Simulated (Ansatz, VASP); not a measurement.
**TiO2 (TiO2 (I4_1/amd)): VASP beside Ansatz**

One calculation is typed for both programs; each brings its own data sets. How far apart do they land? Of the first pair: The cell is taken from a series of runs on this material, whose earlier steps may have relaxed, scaled, displaced or heated it; both programs get it as it stands.

Program: Ansatz 0.2.0. Level of theory: plane waves, with VASP 6.6.1 beside it; single point at r2SCAN. Results are calculated unless marked as measured.

## Step 1: The starting structure

Symmetry: I4_1/amd, No. 141, tetragonal system. Conventional cell: a = 3.777 Å, b = 3.777 Å, c = 9.593 Å, α = 90.00°, β = 90.00°, γ = 90.00°. Ti has 6 O at 1.93 to 1.99 Å nearest. O has 3 Ti at 1.93 to 1.99 Å nearest. Farther neighbours and most contacts between anions are not listed.

## Step 2: VASP: single point, r2SCAN, pair 1

With cell and atoms fixed, the geometry can't cause a difference; cores, projectors, grids and the points listed under the comparison can.

Lines of VASP's logs that name or quote its potential files are left out, and so is its time.

INCAR

```
SYSTEM = TiO2
PREC = Accurate
ENCUT = 580
EDIFF = 1E-06
NELM = 120
ISMEAR = -1
SIGMA = 0.01
LREAL = .FALSE.
ALGO = Normal
METAGGA = R2SCAN
LASPH = .TRUE.
NBANDS = 30
LORBIT = 11
LWAVE = .FALSE.
LCHARG = .FALSE.
ISIF = 2
GGA_COMPAT = .FALSE.
EFERMI = MIDGAP
LMIXTAU = .TRUE.
KPAR = 8
```

POSCAR

```
TiO2
1.0
   -1.8886139071      1.8886139071      4.7965469208
    1.8886139071     -1.8886139071      4.7965469208
    1.8886139071      1.8886139071     -4.7965469208
Ti O
2 4
Direct
    0.0000000000      0.0000000000      0.0000000000
    0.7500000000      0.2500000000      0.5000000000
    0.9571600000      0.4571600000      0.5000000000
    0.2071600000      0.2071600000      0.0000000000
    0.5428400000      0.0428400000      0.5000000000
    0.7928400000      0.7928400000      0.0000000000
```

KPOINTS

```
Automatic mesh
0
Gamma
10 10 10
0 0 0
```

The projector-augmented-wave data sets are Ti_sv and O (PBE family, release 64).

Run with:

```sh
$ mpirun -np 8 vasp_std
```

Numbers of over 12 decimals in the logs are rounded to 6 here.

Output:

```text
[banner, memory and clock lines left out]
running    8 mpi-ranks, on    1 nodes
 distrk:  each k-point on    1 cores,    8 groups
 distr:  one band on    1 cores,    1 groups

 POSCAR found type information on POSCAR TiO
 POSCAR found :  2 types and       6 ions
|                                                                             |
|           W    W    AA    RRRRR   N    N  II  N    N   GGGG   !!!           |
|           W    W   A  A   R    R  NN   N  II  NN   N  G    G  !!!           |
|           W    W  A    A  R    R  N N  N  II  N N  N  G       !!!           |
|           W WW W  AAAAAA  RRRRR   N  N N  II  N  N N  G  GGG   !            |
|           WW  WW  A    A  R   R   N   NN  II  N   NN  G    G                |
|           W    W  A    A  R    R  N    N  II  N    N   GGGG   !!!           |
|                                                                             |
|     For optimal performance we recommend to set                             |
|       NCORE = 2 up to number-of-cores-per-socket                            |
|     NCORE specifies how many cores store one orbital (NPAR=cpu/NCORE).      |
|     This setting can greatly improve the performance of VASP for DFT.       |
|     The default, NCORE=1 might be grossly inefficient on modern             |
|     multi-core architectures or massively parallel machines. Do your        |
|     Unfortunately you need to use the default for GW and RPA                |
|     calculations (for HF NCORE is supported but not extensively tested      |
|     yet).                                                                   |
|                                                                             |

|                                                                             |
|               ----> ADVICE to this user running VASP <----                  |
|                                                                             |
|     You enforced a specific xc type in the INCAR file but a different       |
|     [... a line on the potential file left out ...]
|     I HOPE YOU KNOW WHAT YOU ARE DOING!                                     |
|                                                                             |

 LDA part: xc-table for (None), standard interpolation
 POSCAR, INCAR and KPOINTS ok, starting setup
 FFT: planning ... GRIDC
 FFT: planning ... GRID_SOFT
 FFT: planning ... GRID
 WAVECAR not read
 entering main loop
       N       E                     dE             d eps       ncg     rms          rms(c)
DAV:   1     0.698773979473E+03    0.69877E+03   -0.26680E+04  6120   0.204E+03
DAV:   2     0.211989625174E+02   -0.67758E+03   -0.64411E+03  6590   0.585E+02
DAV:   3    -0.957639655460E+02   -0.11696E+03   -0.11440E+03  9082   0.220E+02
DAV:   4    -0.101682897146E+03   -0.59189E+01   -0.59094E+01  9038   0.492E+01
DAV:   5    -0.101938837541E+03   -0.25594E+00   -0.25586E+00  8456   0.825E+00    0.324E+01
DAV:   6    -0.728852192129E+02    0.29054E+02   -0.75652E+01  8182   0.102E+02    0.863E+00
DAV:   7    -0.686304838006E+02    0.42547E+01   -0.53619E+00  8068   0.162E+01    0.550E+00
DAV:   8    -0.756997604254E+02   -0.70693E+01   -0.29012E+00  7192   0.116E+01    0.233E+00
DAV:   9    -0.697331034645E+02    0.59667E+01   -0.15224E+00  6174   0.952E+00    0.963E-01
DAV:  10    -0.694134770425E+02    0.31963E+00   -0.22847E-01  6520   0.401E+00    0.600E-01
DAV:  11    -0.695465333483E+02   -0.13306E+00   -0.11043E-01  6210   0.266E+00    0.185E-01
DAV:  12    -0.698615800013E+02   -0.31505E+00   -0.14381E-01  6160   0.320E+00    0.115E-01
DAV:  13    -0.698657437426E+02   -0.41637E-02   -0.81587E-03  7070   0.910E-01    0.893E-02
DAV:  14    -0.698656264314E+02    0.11731E-03   -0.33589E-03  6504   0.506E-01    0.111E-01
DAV:  15    -0.698662093082E+02   -0.58288E-03   -0.19758E-03  6796   0.447E-01    0.339E-02
DAV:  16    -0.698665394763E+02   -0.33017E-03   -0.26500E-04  6336   0.172E-01    0.683E-03
DAV:  17    -0.698665111436E+02    0.28333E-04   -0.26156E-05  8108   0.435E-02    0.105E-02
DAV:  18    -0.698665536182E+02   -0.42475E-04   -0.22762E-05  6144   0.466E-02    0.200E-03
DAV:  19    -0.698665516106E+02    0.20076E-05   -0.14437E-06  3212   0.127E-02    0.122E-03
DAV:  20    -0.698665563091E+02   -0.46985E-05   -0.26764E-06  4968   0.159E-02    0.673E-04
DAV:  21    -0.698665566410E+02   -0.33196E-06   -0.17647E-07  3060   0.432E-03
   1 F= -.69866557E+02 E0= -.69866557E+02  d E =0.000000E+00
```

From OUTCAR (step 2):

```text
ion  position               nearest neighbor table
   1  0.000  0.000  0.000-   5 1.93   3 1.93   5 1.93   3 1.93   4 1.99   6 1.99
   2  0.750  0.250  0.500-   6 1.93   4 1.93   6 1.93   4 1.93   3 1.99   5 1.99
   3  0.957  0.457  0.500-   1 1.93   1 1.93   2 1.99
   4  0.207  0.207  0.000-   2 1.93   2 1.93   1 1.99
   5  0.543  0.043  0.500-   1 1.93   1 1.93   2 1.99
   6  0.793  0.793  0.000-   2 1.93   2 1.93   1 1.99

  LATTYP: Found a body centered tetragonal cell.
 ALAT       =     3.7772278142
 C/A-ratio  =     2.5397180984

 Subroutine GETGRP returns: Found 16 space group operations
 (whereof  8 operations were pure point group operations)

The static configuration has the point symmetry D_2d.
 The point group associated with its full space group is D_4h.

 Found    102 irreducible k-points:

   k-points           NKPTS =    102   k-points in BZ     NKDIM =    102   number of bands    NBANDS=     30

   dimension x,y,z NGX =    48 NGY =   48 NGZ =   48
   dimension x,y,z NGXF=    96 NGYF=   96 NGZF=   96

   ENCUT  =  580.0 eV  42.63 Ry    6.53 a.u.  10.78 10.78 10.78*2*pi/ulx,y,z

   NELECT =      48.0000    total number of electrons

 k-points in reciprocal lattice and weights: Automatic mesh
   0.00000000  0.00000000  0.00000000       0.001
   0.10000000  0.00000000 -0.00000000       0.008
   0.20000000  0.00000000 -0.00000000       0.008
   0.30000000  0.00000000 -0.00000000       0.008
   0.40000000  0.00000000 -0.00000000       0.008
   0.50000000  0.00000000 -0.00000000       0.004
   0.10000000  0.10000000 -0.00000000       0.008
   0.20000000  0.10000000 -0.00000000       0.016
   0.30000000  0.10000000 -0.00000000       0.016
[...]
-0.40000000 -0.40000000  0.40000000       0.002
   0.50000000  0.50000000  0.50000000       0.001

 average (electrostatic) potential at core
       1 -81.8522       2 -81.8522       3 -74.0676       4 -74.0676       5 -74.0676
       6 -74.0676

 E-fermi :   4.2803

 k-point     1 :       0.0000    0.0000    0.0000
  band No.  band energies     occupation
    ...
     20       2.1706      2.00000
     21       2.2045      2.00000
     22       2.2045      2.00000
     23       2.5362      2.00000
     24       2.5362      2.00000
     25       5.5643      0.00000
     26       6.2795      0.00000
     27       7.4738      0.00000
     28       7.4738      0.00000
     29       7.4812      0.00000
    ...

 k-point     2 :       0.1000    0.0000   -0.0000
  band No.  band energies     occupation
    ...
     20       1.9616      2.00000
     21       2.1574      2.00000
     22       2.1835      2.00000
     23       2.3867      2.00000
     24       2.5498      2.00000
     25       5.7882      0.00000
     26       6.3195      0.00000
     27       7.1566      0.00000
     28       7.2751      0.00000
     29       7.4358      0.00000
    ...

 k-point     3 :       0.2000    0.0000   -0.0000
  band No.  band energies     occupation
    ...
     20       1.4724      2.00000
     21       1.8807      2.00000
     22       2.1930      2.00000
     23       2.2296      2.00000
     24       2.5193      2.00000
     25       6.2541      0.00000
     26       6.4655      0.00000
     27       6.8055      0.00000
     28       7.0550      0.00000
     29       7.3827      0.00000
    ...

  Total        0.4633197      0.4633197      0.3377390      0.0000000      0.0000000      0.0000000
  in kB       10.8471651     10.8471651      7.9070907      0.0000000      0.0000000      0.0000000
  external PRESSURE =       9.8671403 kB  Pullay stress =       0.0000000 kB

  energy-cutoff  :      580.00
  volume of cell :       68.43
      direct lattice vectors                 reciprocal lattice vectors
    -1.888613907  1.888613907  4.796546921     0.000000000  0.264744423  0.104241657
     1.888613907 -1.888613907  4.796546921     0.264744423  0.000000000  0.104241657
     1.888613907  1.888613907 -4.796546921     0.264744423  0.264744423  0.000000000

 POSITION                                       TOTAL-FORCE (eV/Angst)
 -----------------------------------------------------------------------------------
      0.00000      0.00000      0.00000        -0.000000     -0.000000      0.000000
     -0.00000      1.88861      2.39827        -0.000000     -0.000000      0.000000
      0.00000      1.88861      4.38558         0.000000     -0.000000      0.024349
      0.00000      0.00000      1.98731        -0.000000      0.000000      0.024349
      0.00000      1.88861      0.41097         0.000000     -0.000000     -0.024349
      0.00000      0.00000      7.60579        -0.000000      0.000000     -0.024349
 -----------------------------------------------------------------------------------
    total drift:                                0.000000     -0.000000      0.000000

  FREE ENERGIE OF THE ION-ELECTRON SYSTEM (eV)
  ---------------------------------------------------
  free  energy   TOTEN  =       -69.8665566410 eV

  energy  without entropy=      -69.8665566410  energy(sigma->0) =      -69.86655664

 total charge
# of ion       s       p       d       tot
------------------------------------------
    1        2.221   6.299   1.679  10.199
    2        2.221   6.299   1.679  10.199
    3        1.574   3.536   0.000   5.110
    4        1.574   3.536   0.000   5.110
    5        1.574   3.536   0.000   5.110
    6        1.574   3.536   0.000   5.110
--------------------------------------------------
tot         10.736  26.742   3.357  40.835

[... 3 further parts left out ...]
```

The run ends at a pressure of 0.99 GPa, with forces up to 0.024 eV/Å.

## Step 3: Ansatz: single point, r2SCAN, pair 1

Ansatz runs on its PAW soft_1 files.

The same cell, functional, mesh and smearing now go to Ansatz.

input.yaml

```yaml
crystal:
  lattice:
    - [-1.8886139071, 1.8886139071, 4.7965469208]
    - [1.8886139071, -1.8886139071, 4.7965469208]
    - [1.8886139071, 1.8886139071, -4.7965469208]
  atoms:
    - { symbol: Ti, position: [0.0, 0.0, 0.0] }
    - { symbol: Ti, position: [0.75, 0.25, 0.5] }
    - { symbol: O, position: [0.9571603797, 0.4571603797, 0.5] }
    - { symbol: O, position: [0.2071603797, 0.2071603797, 0.0] }
    - { symbol: O, position: [0.5428396203, 0.0428396203, 0.5] }
    - { symbol: O, position: [0.7928396203, 0.7928396203, 0.0] }
basis:
  ecutwfc: 500
  xc_grid: 2
hamiltonian:
  xc: r2scan
  pseudopotentials: { kind: paw, azcp: { folder: soft_1 } }
kpoints:
  mp_grid: { grid: [10, 10, 10] }
scf:
  occupations: { method: fermi_dirac, width: 0.01 }
  max_iter: 100
  lower_state_search: "off"
checkpoint:
  write: "../dense.run"
  compress: false
  write_wavefunctions: false
  write_every: 100000
```

Run with:

```sh
$ ansatz run input.yaml --threads 32 --pin off --max-ram 131891MiB --backend cuda --events-out ev --progress --plain --runs-dir out
```

Output:

```text
basis.fft_grid_basis auto: the FFT boxes are laid along the combinations [[1, 0, 1], [0, 1, 1], [0, 0, 1]] of the cell's own vectors, 3.777, 3.777 and 5.490 Å long. The dense box has 30×30×45 points. Along the cell's own vectors, as sized, it would have 45×45×45, 2.25 times as many. Of the 16 symmetry operations that the crystal satisfies within crystal.symmetry.tolerance (time reversal apart; of a slab, those that k
Engine: ansatz 0.2.0, aarch64-unknown-linux-gnu
Pseudopotentials: kind: paw
Pseudopotential: Ti, paw, valence charge 12, recommended cutoff 500 eV (meta_gga), soft_1/Ti.paw.azcp
Pseudopotential: O, paw, valence charge 6, recommended cutoff 500 eV (meta_gga), soft_1/O.paw.azcp
Functional definition: r2SCAN
  parameter k0 = 0.174
  parameter k1 = 0.065
  parameter a1 = 4.9479
  exchange = r2scan_x(k0 = k0, k1 = k1, a1 = a1)
  correlation = r2scan_c
device memory: the entry about to start is reckoned to put 5.8 GiB on a device that reports 182.5 GiB free
GPU FFT provider: cuFFT
GPU libraries: cuBLAS 13.8.1, cuFFT 12.4.0, cuSOLVER 12.3.2
GPU matrix products: emulated (plane waves: as basis.precision tells), large ones in fixed point in workspaces of 1.00 GiB
Crystal: 6 atoms, lattice volume = 68.434 Å³
Basis set: ecut = 500 eV, 1693 PW (Γ), FFT grids on a1+a3, a2+a3, a3, exchange–correlation on 60×60×90 points (8 copies of the dense FFT grid, shifted against one another)
Bands: 30, of which v1, the nominal top of the filled ones, is band 24 counted from 1 (23 counted from 0)
Symmetry: 16 space group operations
Space group: I41/amd (ITA 141), of the structure as read, at distance tolerance 4.1e-5 Å
k-points: 102 of 1000
Non-local potential: Ti, projectors of the file, l = 0: 3, l = 1: 2, l = 2: 3, l = 3: 1
Non-local potential: O, projectors of the file, l = 0: 2, l = 1: 2, l = 2: 1
PAW form: soft (Blöchl's): semilocal exchange-correlation on the pseudo side does not see the compensation charge
PAW frozen core: Ti, regenerated for the run's functional (the file was generated under x = pbe(κ = 0.804, μ = 0.219515), c = pbe(β = 0.066725))
PAW frozen core: O, regenerated for the run's functional (the file was generated under x = pbe(κ = 0.804, μ = 0.219515), c = pbe(β = 0.066725))
PAW one-centre angular grid: Ti, 590 points (default); XC on 160 Gauss nodes
PAW one-centre angular grid: O, 302 points (default); XC on 160 Gauss nodes
Initial density: superposition of atomic densities (chi_scale 0.1, normalization cell, long waves kept (reshape's long-wave potential 0.00 eV rms))
Initial wavefunctions: pseudopotential atomic-orbital guess
GPU buffer pool allocated for 40500 grid points (all kernels)
GPU transforms: local potential: pruned to the plane-wave sphere, on 27×27×45; band sums: pruned to the plane-wave sphere, on 30×30×45
Functional: x = r2scan, c = r2scan; τ floored in thin density (d = 2e-4 eV/Å³)
SCF iter   1: F=-7290.806276 eV  HF=-7292.803289 eV  |Δ(HF+E_count)|=         —  Δρ=7.77e-2  dr2=4.37e0  dr2_τ=7.13e-1  Hψ=11670
preconditioner: auto → none  [insulator: Δε(μ)=3.143 eV  Ē_g=10.878 eV  σ=0.010 eV  W_gap=1.00  n_scr=14 (ndim 8)  ℏωp=25.4 eV  f_vac=0.000  D(μ)=0.00/eV (n_scr^D=0)  ε∞_Penn≈6.4]
SCF iter   2: F=-7289.565728 eV  HF=-7293.200930 eV  |Δ(HF+E_count)|=   3.98e-1  Δρ=8.60e-2  dr2=4.23e0  dr2_τ=5.18e-1  Hψ=6993
SCF iter   3: F=-7292.389356 eV  HF=-7292.631317 eV  |Δ(HF+E_count)|=   5.70e-1  Δρ=2.97e-2  dr2=6.03e-1  dr2_τ=3.19e-2  Hψ=7549
SCF iter   4: F=-7292.635097 eV  HF=-7292.645783 eV  |Δ(HF+E_count)|=   1.45e-2  Δρ=1.02e-2  dr2=6.13e-2  dr2_τ=2.17e-3  Hψ=4689
automatic band count: iteration 4 solves 28 bands in place of 30: the levels show a gap, and the empty bands left out lie too high to hold charge; the band table lists the bands solved (type scf.n_extra_bands for more)
SCF iter   5: F=-7292.659088 eV  HF=-7292.658436 eV  |Δ(HF+E_count)|=   1.27e-2  Δρ=1.63e-3  dr2=6.51e-4  dr2_τ=1.59e-4  Hψ=5178
SCF iter   6: F=-7292.659144 eV  HF=-7292.659175 eV  |Δ(HF+E_count)|=   7.39e-4  Δρ=2.64e-4  dr2=4.06e-5  dr2_τ=4.54e-6  Hψ=6126
SCF iter   7: F=-7292.659338 eV  HF=-7292.659340 eV  |Δ(HF+E_count)|=   1.65e-4  Δρ=6.51e-5  dr2=2.07e-6  dr2_τ=1.41e-7  Hψ=3831
SCF iter   8: F=-7292.659339 eV  HF=-7292.659339 eV  |Δ(HF+E_count)|=   2.54e-7  Δρ=6.29e-6  dr2=1.33e-8  dr2_τ=2.66e-9  Hψ=9158
SCF 1 converged in 8 iterations: F = -7292.659339 eV  dr2 = 1.33e-8
  greatest PAW one-centre occupation: 1.000 electrons in one spin orbital (limit 2), on the Ti atom at site 1 (counted from 0), in its partial waves of l = 0
SCF converged after 8 iterations
Free energy (F): -7292.659339 eV
Harris-Foulkes:  -7292.659339 eV  (|F-HF|=4.11e-9)
Internal energy: -7292.659339 eV  (E = F + TS)
E sigma→0 (E₀):  -7292.659339 eV
Fermi energy:    8.101250 eV
--- Per-component energies (eV) ---
  E_band       = -511.528124
  E_kinetic    = 1237.215636
  E_local      = -3680.627939  (includes V_loc(G=0)·N_el)
  E_nonlocal   = 317.880662
  E_hartree    = 1415.362737
  E_xc         = -511.569783
  E_vxc        = -735.440631  (∫ρ·V_xc dr)
  E_paw        = -2754.286451  (= ΣΔE_a)
  E_vpaw       = -528.600774  (= ΣTr[D̂ρ^β])
  E_aug_tail   = 0.001071  (compensation charges beyond the density's cutoff)
  E_vtau       = 47.321668  (kinetic-family band-sum trace: ∫τ·v_τ [+ j·A + Jᵃ·Aᵃ] dr)
  E_ewald      = -3316.000596
  E_core_change = -0.634677  (= ΣΔE_core)
  E_smearing   = -0.000000  (= −TS)
  E_closure    = -0.000000  (closes the sum)
  Σ components = -7292.659339   (vs F -7292.659339, Δ=0.00e0)
```

## Step 4: Side by side

Known differences besides the potentials themselves: VASP keeps PBE cores, Ansatz makes them for the functional; the cutoff is 500 eV in Ansatz and 580 eV in VASP; in our runs with r2SCAN, forces from VASP's data set Ti_sv part from Ansatz's all-electron ones, so neither program is the reference here. Total energies have different zeros and are not compared.

Both answers:

```tsv
quantity	Ansatz	VASP	difference
gap on the k mesh (eV)	2.550	2.568	-0.018
```

A gap on the mesh is an upper bound, since the band edges may lie between its points.

[end of part 1 of 2]

[Lines on the potential files, build, host, timing and source positions are cut from VASP's logs without a mark.]

[Logs are printed without paths, hosts, clocks, repeated set-up lines and the standing remarks that a program may print on its own settings, such as how far it seeks lower states.]

[Hosts, paths, dates, database ids (printed as entryN), source tags and the programs' standing remarks are cut or masked in the printed files.]
